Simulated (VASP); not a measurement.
Given:

```xyz
8
Lattice="-3.2852 3.2852 3.9543 3.2852 -3.2852 3.9543 3.2852 3.2852 -3.9543" Properties=species:S:1:pos:R:3 pbc="T T T"
Li     0.0000     3.2852     1.9771
Li     3.2852     0.0000     1.9771
Ge     0.0000     0.0000     3.9543
Pb     0.0000     0.0000     0.0000
S      1.2945    -1.2945     5.2419
S      1.9908     1.9908    -1.2876
S     -1.2945     1.2945     5.2419
S      1.2945     1.2945     2.6667
```

All values below come from PBEsol GGA, VASP's PBE PAW potentials (set 64) (plane waves; VASP). Run with 400 eV cut-off, 5×5×5 Γ-centred mesh, Gaussian smearing of 0.010 eV, potentials Li_sv Ge_d Pb_d S.

At this cut-off the stress carries a Pulay error, which pulls relaxed volumes low.

Task: Predict the energy per atom (σ→0), pressure, largest force.

Result: 
- energy per atom (σ→0) = -4.633 eV/atom
- pressure = -2.87 GPa
- largest force = 0.104 eV/Å

The absolute energy has meaning only against runs of the same code, potentials and settings.

The structure comes from a computed database's Li2GePbS4 entry; how it stands against other phases isn't given here. The cell was not relaxed at this level.
